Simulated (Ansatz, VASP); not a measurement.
# Nb2SNO (Nb2NOS MXene monolayer): VASP beside Ansatz

Wanted: the spread between two codes on one cell, functional and k mesh. Of the first pair: The structure shown is the start of the Ansatz relaxation below; VASP solves that cell, so the two are compared at the walk's first step.

Program: Ansatz 0.2.0. Level of theory: plane waves, with VASP 6.6.1 beside it; single point at PBE with D3(BJ). Results are calculated unless marked as measured.

## Step 1: The structure

The cell holds 5 atoms: 1 S, 2 Nb, 1 N and 1 O. Its edges and angles: a = 3.079 Å, b = 3.079 Å, c = 41.809 Å, α = 90.0°, β = 90.0°, γ = 120.0°. Vacuum lies along c.

## Step 2: Ansatz: relaxation, PBE with D3(BJ)

Ansatz runs on its default PAW (the set named soft_2) files.

The two programs are compared at the cell with which this relaxation starts, whose forces are those of its first step.

File input.yaml:

```yaml
crystal:
  lattice:
    - [3.079076, 0.0, 0.0]
    - [-1.539538, 2.6665580362, 0.0]
    - [0.0, 0.0, 41.8085715111]
  atoms:
    - { symbol: S, position: [0.3333333333, 0.6666666667, 0.4353174323] }
    - { symbol: Nb, position: [0.6666666667, 0.3333333333, 0.4782406484], spin: 1.0 }
    - { symbol: "N", position: [0.0, 0.0, 0.5072997937] }
    - { symbol: Nb, position: [0.3333333333, 0.6666666667, 0.5363589391], spin: 1.0 }
    - { symbol: O, position: [0.6666666667, 0.3333333333, 0.5646825677] }
  periodic: [true, true, false]
magnetization:
  spin_polarized: true
kpoints:
  mp_grid: { grid: [12, 12, 1] }
hamiltonian:
  xc: pbe
  dispersion: d3bj
scf:
  occupations: { method: fermi_dirac, width: 0.05 }
  convergence: { dr2_threshold: 1.0e-09 }
relax:
  f_tol: 0.004
  max_steps: 90
  cell: {}
output:
  write_potential: true
  write_density: true
  volumetric_format: npy
```

The run is started by

```bash
> ansatz run input.yaml --threads 2 --pin off --max-ram 3072MiB --backend cpu --events-out ev --progress --plain --runs-dir out
```

Numbers of over 12 decimals in the logs are rounded to 6 here.

Log:

```text
Warning: relax.cell: scf.convergence.dr2_threshold = 1e-9 eV is looser than the 2.10593638262e-10 eV advised for a relaxation that steers and ends on the stress (1e-10 eV for each atom of the cell: 5, times the square of relax.cell.stress_2d_tol = 0.05 N/m over 15.4 Å (the atoms' height at the walk's start and 5 Å past either face), 3.245e-2 GPa, over a crystal's default 0.05). What an SCF threshold leaves in a stress goes as its square root, and in the free energy as the threshold itself, and one threshold admits the most on a small cell: [figures from the program's tests cut] Set scf.convergence.dr2_threshold to 2.10593638262e-10 eV or tighter. [rest of the remark cut]
Engine: ansatz 0.2.0, x86_64-unknown-linux-gnu
Pseudopotentials: kind: paw
Pseudopotential: S, paw, valence charge 6, recommended cutoff 420 eV (normal), S.paw.azcp
Pseudopotential: Nb, paw, valence charge 13, recommended cutoff 420 eV (normal), Nb.paw.azcp
Pseudopotential: N, paw, valence charge 5, recommended cutoff 420 eV (normal), N.paw.azcp
Pseudopotential: O, paw, valence charge 6, recommended cutoff 420 eV (normal), O.paw.azcp
Functional definition: PBE
  parameter kappa = 0.804
  parameter beta = 0.066725
  exchange = pbe_x(kappa = kappa, mu = beta*pi^2/3)
  correlation = pbe_c(beta = beta)
Crystal: 5 atoms, lattice volume = 343.271 Å³
Basis set: ecut = 420 eV, 6691 PW (Γ), exchange–correlation on 48×48×576 points (8 copies of the dense FFT grid, shifted against one another)
Bands: 28, of which v1, the nominal top of the filled ones, is band 22 counted from 1 (21 counted from 0)
Symmetry: 6 space group operations
Space group: P3m1 (ITA 156), of the structure as read, at distance tolerance 7.0e-5 Å
Magnetic group: BNS 156.49 (UNI 1279), of the structure as read, at distance tolerance 7.0e-5 Å
k-points: 19 of 144 (time reversal used)
Non-local potential: S, projectors of the file, l = 0: 2, l = 1: 2, l = 2: 2
Non-local potential: Nb, projectors of the file, l = 0: 3, l = 1: 2, l = 2: 2, l = 3: 1
Non-local potential: N, projectors of the file, l = 0: 2, l = 1: 2, l = 2: 1
Non-local potential: O, projectors of the file, l = 0: 2, l = 1: 2, l = 2: 1
PAW form: soft (Blöchl's): semilocal exchange-correlation on the pseudo side does not see the compensation charge
PAW one-centre angular grid: S, 110 points (default); XC on 64 Gauss nodes
PAW one-centre angular grid: Nb, 590 points (default); XC on 64 Gauss nodes
PAW one-centre angular grid: N, 110 points (default); XC on 64 Gauss nodes
PAW one-centre angular grid: O, 110 points (default); XC on 64 Gauss nodes
Initial density: superposition of atomic densities (neutral atoms: chi_scale 0, normalization atom)
Starting moments: Σ|m| = 2 μB on 2 of 5 sites
Initial wavefunctions: pseudopotential atomic-orbital guess
Functional: x = pbe(κ = 0.804, μ = 0.219515), c = pbe(β = 0.066725)
SCF iter   1: F=—  HF=-10968.087872 eV  |F-HF|=—  |Δ(HF+E_count)|=         —  Δρ=3.80e-2 (↑3.80e-2 ↓3.39e-2)  dr2=2.24e1  dr2_m=1.51e-1  M=0.654 μB ∫|m|=0.834 μB  β_m=0.30  ethr=3.10e-3  ⟨swp⟩=16.5  Hψ=9204  notcnv=0
Mixer restart at iter 1: flushing history
preconditioner: auto → LDOS  [metal: Δε(μ)=0.023 eV  Ē_g=10.500 eV  σ=0.050 eV  W_gap=0.11  n_scr=24 (ndim 8)  ℏωp=10.4 eV  f_vac=0.783  D(μ)=2.21/eV (n_scr^D=14)]
spin=Collinear: LDOS preconditioning applied to the charge; magnetization (m = ρ↑ − ρ↓) channel mixes plain (no charge-response kernel on spin).
SCF iter   2: F=—  HF=-10964.967448 eV  |F-HF|=—  |Δ(HF+E_count)|=    3.12e0  Δρ=2.26e-2 (↑2.26e-2 ↓1.93e-2)  dr2=7.90e0  dr2_m=9.74e-2  M=0.474 μB ∫|m|=0.682 μB  β_m=0.51  ethr=3.10e-3  ⟨swp⟩=4.8  Hψ=3149  notcnv=0  defer=25
SCF iter   3: F=—  HF=-10963.883787 eV  |F-HF|=—  |Δ(HF+E_count)|=    1.08e0  Δρ=4.83e-3 (↑4.83e-3 ↓4.78e-3)  dr2=1.60e-1  dr2_m=1.71e-2  M=0.201 μB ∫|m|=0.375 μB  β_m=0.63  ethr=3.10e-3  ⟨swp⟩=4.4  Hψ=3338  notcnv=0  defer=23
SCF iter   4: F=—  HF=-10963.968527 eV  |F-HF|=—  |Δ(HF+E_count)|=         —  Δρ=2.65e-3 (↑2.65e-3 ↓2.06e-3)  dr2=2.37e-2  dr2_m=1.26e-2  M=0.035 μB ∫|m|=0.116 μB  β_m=0.63  ethr=3.72e-4  ⟨swp⟩=3.9  Hψ=2861  notcnv=0  defer=21
SCF iter   5: F=—  HF=-10963.970940 eV  |F-HF|=—  |Δ(HF+E_count)|=   2.41e-3  Δρ=1.00e-3 (↑1.00e-3 ↓7.23e-4)  dr2=2.72e-3  dr2_m=2.15e-3  M=0.014 μB ∫|m|=0.057 μB  β_m=0.75  ethr=5.51e-5  ⟨swp⟩=3.3  Hψ=2306  notcnv=0  defer=21
[...]
preconditioner: auto → Resta (q_TF=auto, 1.909 Å⁻¹)  ε∞=2.2  [insulator: Δε(μ)=0.163 eV  Ē_g=9.159 eV  σ=0.050 eV  W_gap=0.62  n_scr=24 (ndim 8)  ℏωp=10.1 eV  f_vac=0.799  D(μ)=1.13/eV (n_scr^D=8)  ε∞_Penn≈2.2  vacuum switching on, ρ_ref=6.1e-3 e/Å³]
spin=Collinear: Resta preconditioning applied to the charge; magnetization (m = ρ↑ − ρ↓) channel mixes plain (no charge-response kernel on spin).
SCF iter   2: F=—  HF=-10964.338305 eV  |F-HF|=—  |Δ(HF+E_count)|=   1.51e-4  Δρ=2.37e-6 (↑2.37e-6 ↓2.37e-6)  dr2=1.98e-8  dr2_m=1.34e-12  M=-0.000 μB ∫|m|=0.000 μB  β_m=0.49  ethr=5.88e-11  ⟨swp⟩=5.8  Hψ=4346  notcnv=0
SCF iter   3: F=—  HF=-10964.338325 eV  |F-HF|=—  |Δ(HF+E_count)|=   2.01e-5  Δρ=1.61e-6 (↑1.61e-6 ↓1.61e-6)  dr2=1.53e-8  dr2_m=7.23e-13  M=-0.000 μB ∫|m|=0.000 μB  β_m=0.46  ethr=4.59e-11  ⟨swp⟩=3.6  Hψ=1976  notcnv=0
SCF iter   4: F=—  HF=-10964.338346 eV  |F-HF|=—  |Δ(HF+E_count)|=   2.10e-5  Δρ=7.37e-7 (↑7.34e-7 ↓7.37e-7)  dr2=1.54e-8  dr2_m=2.82e-13  M=-0.000 μB ∫|m|=0.000 μB  β_m=0.37  ethr=3.56e-11  ⟨swp⟩=2.9  Hψ=1632  notcnv=0
SCF iter   5: F=—  HF=-10964.338351 eV  |F-HF|=—  |Δ(HF+E_count)|=   5.01e-6  Δρ=3.71e-7 (↑3.69e-7 ↓3.71e-7)  dr2=1.98e-9  dr2_m=1.31e-13  M=-0.000 μB ∫|m|=0.000 μB  β_m=0.37  ethr=3.56e-11  ⟨swp⟩=1.7  Hψ=1208  notcnv=0
SCF iter   6: F=-10964.338355 eV  HF=-10964.338354 eV  |F-HF|=5.61e-7  |Δ(HF+E_count)|=   3.11e-6  Δρ=1.27e-7 (↑1.26e-7 ↓1.27e-7)  dr2=4.02e-10  dr2_m=6.26e-14  M=-0.000 μB ∫|m|=0.000 μB  ethr=2.33e-12  ⟨swp⟩=13.7  Hψ=9584  notcnv=0
the starting moments were not kept: the SCF closed with an absolute magnetisation of 3.6e-7 μB, where they sum to 2 μB in size (2 sites). That is at most 0.1 of that sum. Measured as dr2_m measures the in/out step, that magnetisation stands 1.6e-14 eV from none, at or under the dr2_threshold of 1.0e-9 eV: it is no larger than a step whose dr2_m would equal this threshold.
SCF 9 converged in 6 iterations: F = -10964.338355 eV  dr2 = 4.02e-10
relax step   9: F+E_penalty+E_count = -10964.33835473 eV  Δ(F+E_penalty+E_count) = -2.416e-4 eV  max|allowed force component| = 1.647e-3 eV/Å  Δτ_max = 0.0000 Å  P = +0.013 N/m  Ω = 366.654 Å³  fix = [c, alpha, beta]  reactions: c +0.000 N/m  stress off target by 1.28e-2 N/m on what of the cell is left free  SCF on the basis re-selected at this cell (its energy is not comparable with the rows above)  (6 SCF iters)
basis re-selected at this cell: Δ(F+E_penalty+E_count) = -2.416e-4 eV, ΔP = +0.002 N/m vs the last step (what re-selecting the basis moved, of the pressure what is left beyond the Pulay correction that the steps carried, after the strain that the cell walked since its last selection, with what the two solves' SCF thresholds leave and, on support functions, any second-order correction that the steps lacked; it is no m [...]
WARN: The output density's exchange-correlation potential varies sharply where the density is thin. Do not read a vacuum level from v_tot or v_xc, or from such a field of the output density. On a cell that repeats whose density bears no net charge and no dipole along the vacuum's axis use v_es (v_loc + v_h of the components); under efield.dipole_correction with no amplitude use v_es + v_field, which holds any externa [...]
SCF converged after 6 iterations
Magnetization: -0.0000 μB (21.5000 up, 21.5000 down)
Absolute magnetization: 0.0000 μB (∫|ρ↑−ρ↓|, with the PAW one-centre terms)
Spin contamination: 0.0000 ħ² per cell (⟨S²⟩ above its minimum at these occupations)
Per-site moments (μB) at R_I (Å): [(3.218778437056989e-8, 1.015718), (-3.571846590357233e-8, 0.913806), (5.503814046079453e-8, 0.888680), (-5.0402360097486444e-8, 0.871441), (4.859201385234573e-8, 0.871441)]
Free energy (F): -10964.338355 eV
Harris-Foulkes:  -10964.338354 eV  (|F-HF|=5.61e-7)
Internal energy: -10964.328455 eV  (E = F + TS)
E sigma→0 (E₀):  -10964.333405 eV
Entropy (-TS):   -0.009900 eV (-1.980 meV/atom)
Fermi energy:    -5.401999 eV
--- Per-component energies (eV) ---
  E_band       = -1034.379406
  E_kinetic    = 1205.162294
  E_local      = -164301.135234  (includes V_loc(G=0)·N_el)
  E_nonlocal   = 357.468915
  E_hartree    = 81331.741600
  E_xc         = -584.380822
  E_vxc        = -687.044470  (∫ρ·V_xc dr)
  E_paw        = -7030.632484  (= ΣΔE_a)
  E_vpaw       = -272.316640  (= ΣTr[D̂ρ^β])
  E_aug_tail   = 0.002535  (compensation charges beyond the density's cutoff)
  E_ewald      = 78059.043850
  E_disp       = -1.599110  (pairwise vdW)
  E_smearing   = -0.009900  (= −TS)
  E_closure    = 0.000000  (closes the sum)
  Σ components = -10964.338355   (vs F -10964.338355, Δ=0.00e0)
--- Forces (eV/Å), atoms counted from 1 ---
  atom   1  S      0.00000000     0.00000000    -0.00164684
  atom   2  Nb     0.00000000    -0.00000000     0.00112067
  atom   3  N     -0.00000000     0.00000000     0.00089765
  atom   4  Nb    -0.00000000    -0.00000000    -0.00116008
  atom   5  O     -0.00000000    -0.00000000     0.00079148
  max |Σ_I F_I| component: 2.89e-6 eV/Å
--- 2D stress c σ (N/m, compression-positive) ---
        0.012844       0.000000      -0.000000
       -0.000000       0.012844      -0.000000
       -0.000000      -0.000000       0.000000
  P = ½ c Tr σ = 0.0128 N/m
--- Band table (eV; the first three rows and the last of 38) ---
  k-point 0 ↑: bands = [... 18 lower, -6.8478, -6.8478, -6.5009, -6.5009, -6.0005, -4.3746, -4.3746, -4.1251, ... 2 higher]
  k-point 1 ↑: bands = [... 18 lower, -7.3539, -7.1708, -6.4592, -6.0690, -5.7426, -4.4790, -4.3063, -3.8599, ... 2 higher]
  k-point 2 ↑: bands = [... 18 lower, -7.7452, -7.3890, -6.8557, -5.6173, -5.2838, -4.4360, -3.9731, -3.5061, ... 2 higher]
  k-point 18 ↓: bands = [... 18 lower, -9.3552, -8.9498, -5.7999, -5.2327, -4.8424, -3.6308, -3.1821, -2.9411, ... 2 higher]
  the weakly bound empty levels are not read free of the cell's end (no_gap_told)
--- Relaxed structure (7 steps of the walk, 7 accepted, 2 SCFs on fresh bases) ---
  F+E_penalty+E_count = -10964.33835473 eV   max|allowed force component| = 1.647e-3 eV/Å   (the final SCF, on the basis selected at the relaxed cell)
  cell:  # Å, volume = 366.6539 Å³
    - [3.182220, 0, 0]
    - [-1.591110, 2.755883, 0]
    - [0, 0, 41.8085715111]
  atoms:
    - { symbol: S, position: [0.333333, 0.666667, 0.439494] }
    - { symbol: Nb, position: [0.666667, 0.333333, 0.478707] }
    - { symbol: N, position: [0, 0, 0.508311] }
    - { symbol: Nb, position: [0.333333, 0.666667, 0.535222] }
    - { symbol: O, position: [0.666667, 0.333333, 0.560165] }
```

In the SCF lines HF is the Harris–Foulkes energy and dr2 the Hartree energy of the density residual, in eV; the loop may stop once dr2 is under the threshold and the program's other checks hold. Hψ counts applications of the Hamiltonian.

(Continued in part 2 of 2.)

[Lines on the potential files, build, host, timing and source positions are cut from VASP's logs without a mark.]

[Logs are printed without paths, hosts, clocks, repeated set-up lines and the standing remarks that a program may print on its own settings, such as how far it seeks lower states.]

[Hosts, paths, dates, database ids (printed as entryN), source tags and the programs' standing remarks are cut or masked in the printed files.]
